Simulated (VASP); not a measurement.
# CaZr2N2 (I4/mmm) in VASP: single point with r2SCAN

Aim: the single point of CaZr2N2 with r2SCAN.

Everything below comes from runs of VASP 6.6.1. Logs are shortened: lines on timing, memory, paths and dates and some standing lists are left out, and cuts for length are marked.

## (1) The structure

Symmetry: I4/mmm, No. 139, tetragonal system. The conventional cell has a = 3.259 Å, b = 3.259 Å, c = 14.911 Å, α = 90.00°, β = 90.00°, γ = 90.00°. Ca (site symmetry 4/mmm) has 2 N at 2.58 Å as nearest neighbours. Around Zr (site symmetry 4mm) lie 5 N at 2.24 to 2.31 Å. N (site symmetry 4mm) has 5 Zr at 2.24 to 2.31 Å as nearest neighbours.

The cell was built by a generator and needn't be a form met in nature.

## (2) Single point, r2SCAN

INCAR reads:

```
PREC     = Accurate       # precision mode
ENCUT    = 520            # plane-wave cutoff, eV
EDIFF    = 1E-6           # SCF threshold, eV
ISMEAR   = 0              # smearing method
SIGMA    = 0.1            # smearing width, eV
LREAL    = False          # projectors in reciprocal space
LASPH    = True           # aspherical terms in the spheres
NELM     = 150            # most SCF steps
ALGO     = Normal         # electronic algorithm
ISIF     = 2              # what is computed and relaxed
LWAVE    = False          # write WAVECAR
LCHARG   = False          # write CHGCAR
METAGGA  = R2SCAN         # meta-GGA
LMIXTAU  = True         
KPAR     = 4
```

KPOINTS reads:

```
Automatic mesh
0
Gamma
  12 12 12
```

POSCAR reads:

```
CaZr2N2
1.0
   -1.6296700000      1.6296700000      7.4556500000
    1.6296700000     -1.6296700000      7.4556500000
    1.6296700000      1.6296700000     -7.4556500000
Ca Zr N
1 2 2
Direct
    0.0000000000      0.0000000000      0.0000000000
    0.6771090000      0.6771090000      0.0000000000
    0.3228910000      0.3228910000      0.0000000000
    0.1728590000      0.1728590000      0.0000000000
    0.8271410000      0.8271410000      0.0000000000
```

Potentials or basis: VASP PAW PBE potentials, release 64 (Ca_sv, Zr_sv, N).

Started as:

```sh
> cat potpaw_PBE.64/Ca_sv/POTCAR potpaw_PBE.64/Zr_sv/POTCAR potpaw_PBE.64/N/POTCAR > POTCAR
> mpirun -np 4 vasp_std > vasp.out
```

OUTCAR:

```text
PREC = Accurate
   ENCUT = 520
   EDIFF = 1E-6
   ISMEAR = 0
   LREAL = False
   LASPH = True
   NELM = 150
   ISIF = 2
   METAGGA = R2SCAN

 ion  position               nearest neighbor table
   1  0.000  0.000  0.000-   2 3.51   2 3.51   2 3.51   3 3.51   2 3.51   3 3.51   3 3.51   3 3.51

   2  0.677  0.677  0.000-   5 2.24   4 2.31   4 2.31   4 2.31   4 2.31   3 3.17   3 3.17   3 3.17
                             3 3.17   1 3.51   1 3.51   1 3.51   1 3.51
   3  0.323  0.323  0.000-   4 2.24   5 2.31   5 2.31   5 2.31   5 2.31   2 3.17   2 3.17   2 3.17
                             2 3.17   1 3.51   1 3.51   1 3.51   1 3.51
   4  0.173  0.173  0.000-   3 2.24   2 2.31   2 2.31   2 2.31   2 2.31
   5  0.827  0.827  0.000-   2 2.24   3 2.31   3 2.31   3 2.31   3 2.31

  LATTYP: Found a body centered tetragonal cell.
 ALAT       =     3.2593400000
 C/A-ratio  =     4.5749446207

  Lattice vectors:

 A1 = (  -1.6296700000,   1.6296700000,   7.4556500000)
 A2 = (   1.6296700000,  -1.6296700000,   7.4556500000)
 A3 = (   1.6296700000,   1.6296700000,  -7.4556500000)

Analysis of symmetry for initial positions (statically):
=====================================================================
 Subroutine PRICEL returns:
 Original cell was already a primitive cell.

 Routine SETGRP: Setting up the symmetry group for a
 body centered tetragonal supercell.

 Subroutine GETGRP returns: Found 16 space group operations
 (whereof 16 operations were pure point group operations)
 out of a pool of 16 trial point group operations.

The static configuration has the point symmetry D_4h.

Analysis of symmetry for dynamics (positions and initial velocities):
=====================================================================
 Subroutine PRICEL returns:
 Original cell was already a primitive cell.

 Routine SETGRP: Setting up the symmetry group for a
 body centered tetragonal supercell.

 Subroutine GETGRP returns: Found 16 space group operations
 (whereof 16 operations were pure point group operations)
 out of a pool of 16 trial point group operations.

The dynamic configuration has the point symmetry D_4h.

 Subroutine INISYM returns: Found 16 space group operations
 (whereof 16 operations are pure point group operations),
 and found     1 'primitive' translations

----------------------------------------------------------------------------------------

                                     Primitive cell

  volume of cell :      79.2036

  direct lattice vectors                    reciprocal lattice vectors
    -1.629670000  1.629670000  7.455650000     0.000000000  0.306810581  0.067063234
     1.629670000 -1.629670000  7.455650000     0.306810581  0.000000000  0.067063234
     1.629670000  1.629670000 -7.455650000     0.306810581  0.306810581  0.000000000

  length of vectors
     7.803740484  7.803740484  7.803740484     0.314054470  0.314054470  0.433895685

  position of ions in fractional coordinates (direct lattice)
     0.000000000  0.000000000  0.000000000
     0.677109000  0.677109000  0.000000000
     0.322891000  0.322891000  0.000000000
     0.172859000  0.172859000  0.000000000
     0.827141000  0.827141000  0.000000000

  ion indices of the primitive-cell ions
   primitive index   ion index
                 1           1
                 2           2
                 3           3
                 4           4
                 5           5

----------------------------------------------------------------------------------------

 KPOINTS: Automatic mesh

Automatic generation of k-mesh.
 Grid dimensions read from file:
 generate k-points for:   12   12   12

 Generating k-lattice:

  Cartesian coordinates                     Fractional coordinates (reciprocal lattice)
     0.000000000  0.025567548  0.005588603     0.083333333  0.000000000 -0.000000000
     0.025567548  0.000000000  0.005588603     0.000000000  0.083333333 -0.000000000
     0.025567548  0.025567548  0.000000000     0.000000000  0.000000000  0.083333333

  Length of vectors
     0.026171206  0.026171206  0.036157974

  Shift w.r.t. Gamma in fractional coordinates (k-lattice)
     0.000000000  0.000000000  0.000000000

 Subroutine IBZKPT returns following result:
 ===========================================

 Found    163 irreducible k-points:

 Following reciprocal coordinates:
            Coordinates               Weight
  0.000000  0.000000  0.000000      1.000000
  0.083333 -0.000000  0.000000      8.000000
  0.166667  0.000000 -0.000000      8.000000
  0.250000 -0.000000  0.000000      8.000000
  0.333333  0.000000  0.000000      8.000000
  0.416667  0.000000 -0.000000      8.000000
[... 16 lines left out ...]
  0.500000  0.166667  0.000000     16.000000
 -0.416667  0.166667  0.000000     16.000000
 [... further k-points ...]
   k-points           NKPTS =    163   k-points in BZ     NKDIM =    163   number of bands    NBANDS=     26
   number of dos      NEDOS =    301   number of ions     NIONS =      5
   total plane-waves  NPLWV = 216000
   dimension x,y,z NGX =    60 NGY =   60 NGZ =   60
   dimension x,y,z NGXF=   120 NGYF=  120 NGZF=  120
   ions per type =               1   2   2
   NGX,Y,Z   is equivalent  to a cutoff of  12.78, 12.78, 12.78 a.u.
   NGXF,Y,Z  is equivalent  to a cutoff of  25.56, 25.56, 25.56 a.u.
 SYSTEM =  unknown system
   PREC   = accura    normal or accurate (medium, high low for compatibility)
   ISTART =      0    job   : 0-new  1-cont  2-samecut
   ICHARG =      2    charge: 1-file 2-atom 10-const
   ISPIN  =      1    spin polarized calculation?
   LNONCOLLINEAR =      F non collinear calculations
   LSORBIT =      F    spin-orbit coupling
   LASPH  =      T    aspherical Exc in radial PAW
   ENCUT  =  520.0 eV  38.22 Ry    6.18 a.u.  14.51 14.51 14.51*2*pi/ulx,y,z
   NELM   =    150;   NELMIN=  2; NELMDL= -5     # of ELM steps
   EDIFF  = 0.1E-05   stopping-criterion for ELM
   LREAL  =      F    real-space projection
   EDIFFG = 0.1E-04   stopping-criterion for IOM
   NSW    =      0    number of steps for IOM
   IBRION =     -1    ionic relax: 0-MD 1-quasi-New 2-CG
   NFREE  =      0    steps in history (QN), initial steepest desc. (CG)
   ISIF   =      2    stress and relaxation
   ISYM   =      2    0-nonsym 1-usesym 2-fastsym
   POTIM  = 0.5000    time-step for ionic-motion
   TEBEG  =    0.0;   TEEND  =   0.0 temperature during run
   PSTRESS=    0.0 pullay stress
   NELECT =      44.0000    total number of electrons
   NUPDOWN=      -1.0000    fix difference up-down
   EMIN   =  10.00;   EMAX   =-10.00  energy-range for DOS
   EFERMI =   0.00;   METHOD = LEGACY
   ISMEAR =     0;   SIGMA  =   0.10  broadening in eV -4-tet -1-fermi 0-gaus
   EFERMI_NEDOS =   21; number of points for ismear=-14 and -15
   IALGO  =     38    algorithm
   IMIX   =      4    mixing-type and parameters
     AMIX     =   0.40;   BMIX     =  1.00
     AMIX_MAG =   1.60;   BMIX_MAG =  1.00
  volume/ion in A,a.u.               =      15.84       106.90
  Fermi-wavevector in a.u.,A,eV,Ry     =   1.345790  2.543175 24.642218  1.811152
  Thomas-Fermi vector in A             =   2.473675
   LORBIT       =      0    0 simple, 1 ext, 2 COOP (PROOUT), +10 PAW based schemes
   METAGGA = R2SCAN    functional components
   LHFCALC =     F    Hartree Fock is set to
   AEXX    =    0.0000 exact exchange contribution
   IVDW    =     0    specifies the selected vdW correction
   LEPSILON=     F    determine dielectric tensor
   LRPA    =     F    only Hartree local field effects (RPA)
 non-spin polarized calculation
 Gauss-broadening in eV      SIGMA  =   0.10
  energy-cutoff  :      520.00
  volume of cell :       79.20
 maximum number of plane-waves:      2159
 NGX is ok and might be reduce to    60
   NGX = 29   NGY = 29   NGZ = 29

 number of electron      43.9999998 magnetization

 Free energy of the ion-electron system (eV)
  ---------------------------------------------------
  ext. energy  EPLUGINS =         0.00000000
  ---------------------------------------------------
  free energy    TOTEN  =       -77.90948637 eV

  energy without entropy =      -77.89715103  energy(sigma->0) =      -77.90331870

 E-fermi :   8.3568     XC(G=0): -11.7911

 val. band max:        8.3553619231   @ k =  -0.1667   0.1667   0.0000
 cond. band min:       8.3630574820   @ k =   0.5000   0.2500   0.0833
 fundamental gap:      0.0076955590
 Fermi energy:         8.3568412869

 k-point     1 :       0.0000    0.0000    0.0000
  band No.  band energies     occupation
      1     -42.8128      2.00000
      2     -42.6861      2.00000
      3     -34.0854      2.00000
      4     -20.4771      2.00000
      5     -20.0562      2.00000
      6     -20.0562      2.00000
[... 18 lines left out ...]
     25       9.3073      0.00000
     26      10.5820      0.00000

 k-point     2 :       0.0833   -0.0000    0.0000
  band No.  band energies     occupation
      1     -42.8076      2.00000
      2     -42.6852      2.00000
      3     -34.0823      2.00000
      4     -20.4766      2.00000
      5     -20.1403      2.00000
      6     -20.0469      2.00000
[... 18 lines left out ...]
     25       9.3646      0.00000
     26      10.6031      0.00000

 k-point     3 :       0.1667    0.0000   -0.0000
  band No.  band energies     occupation
      1     -42.7930      2.00000
      2     -42.6830      2.00000
      3     -34.0737      2.00000
      4     -20.4840      2.00000
      5     -20.2918      2.00000
      6     -20.0204      2.00000
[... 572 lines left out ...]
 k-point    23 :       0.5000    0.1667    0.0000
  band No.  band energies     occupation
      1     -42.6925      2.00000
      2     -42.6925      2.00000
      3     -34.0270      2.00000
      4     -20.6743      2.00000
      5     -20.6724      2.00000
      6     -20.0328      2.00000
[... 18 lines left out ...]
     25      10.4783      0.00000
     26      11.2123      0.00000

 k-point    24 :      -0.4167    0.1667    0.0000
  band No.  band energies     occupation
      1     -42.7100      2.00000
      2     -42.6812      2.00000
      3     -34.0301      2.00000
      4     -20.6425      2.00000
      5     -20.6399      2.00000
      6     -20.0678      2.00000
[... 18 lines left out ...]
     25      10.4199      0.00000
     26      11.1368      0.00000

 [... further k-points ...]

------------------------ aborting loop because EDIFF is reached ----------------------------------------

  FORCE on cell =-STRESS in cart. coord.  units (eV):
  Direction    XX          YY          ZZ          XY          YZ          ZX
  --------------------------------------------------------------------------------------
  -------------------------------------------------------------------------------------
  Total       -0.4463733     -0.4463733     -0.3259862      0.0000000      0.0000000      0.0000000
  in kB       -9.0295041     -9.0295041     -6.5942438      0.0000000      0.0000000      0.0000000
  external PRESSURE =      -8.2177507 kB  Pullay stress =       0.0000000 kB

 VOLUME and BASIS-vectors are now :
 -----------------------------------------------------------------------------
  energy-cutoff  :      520.00
  volume of cell :       79.20
      direct lattice vectors                 reciprocal lattice vectors
    -1.629670000  1.629670000  7.455650000     0.000000000  0.306810581  0.067063234
     1.629670000 -1.629670000  7.455650000     0.306810581  0.000000000  0.067063234
     1.629670000  1.629670000 -7.455650000     0.306810581  0.306810581  0.000000000

 POSITION                                       TOTAL-FORCE (eV/Angst)
 -----------------------------------------------------------------------------------
      0.00000      0.00000      0.00000         0.000000      0.000000     -0.000000
      0.00000      0.00000     10.09658         0.000000      0.000000     -0.022330
      0.00000      0.00000      4.81472         0.000000      0.000000      0.022330
      0.00000      0.00000      2.57755        -0.000000     -0.000000      0.018045
      0.00000      0.00000     12.33375        -0.000000     -0.000000     -0.018045
 -----------------------------------------------------------------------------------
    total drift:                                0.000000     -0.000000      0.000000

  FREE ENERGIE OF THE ION-ELECTRON SYSTEM (eV)
  ---------------------------------------------------
  free  energy   TOTEN  =       -77.9094863723 eV

  energy  without entropy=      -77.8971510268  energy(sigma->0) =      -77.90331870
```

It took 42 min on 4 MPI ranks of Intel Xeon Platinum 8488C (Sapphire Rapids), shared host; peak memory 0.8 GiB.

What came out:

* Free energy: -77.9095 eV
* Pressure: -0.8 GPa
* Largest force: 0.022 eV/Å
* Band gap on the k mesh: none (metal or under the smearing width)

Forces in eV/Å, atoms in the order of the input:
```
Ca   0.000  0.000  0.000
Zr   0.000  0.000 -0.022
Zr   0.000  0.000  0.022
N    0.000  0.000  0.018
N    0.000  0.000 -0.018
```

Levels at points of the mesh, in eV from the Fermi level:
| k point | band 18 | band 19 | band 20 | band 21 | band 22 | band 23 | band 24 | band 25 | band 26 |
| --- | --- | --- | --- | --- | --- | --- | --- | --- | --- |
| (0.00, 0.00, 0.00) | -3.12 | -2.95 | -2.91 | -2.91 | -2.65 | -0.86 | 0.95 | 0.95 | 2.23 |
| (0.50, 0.00, 0.00) | -5.42 | -5.25 | -4.92 | -0.29 | 0.03 | 1.07 | 2.47 | 2.74 | 2.76 |
| (0.50, 0.50, 0.00) | -3.99 | -3.88 | -3.86 | -2.01 | -1.71 | -0.63 | 1.41 | 2.09 | 3.37 |
| (0.50, 0.50, 0.50) | -3.10 | -2.95 | -2.95 | -2.68 | -1.63 | -0.75 | 0.54 | 1.12 | 1.12 |

Caveat: the PAW data sets were made with another functional, which shifts forces and pressure a little.
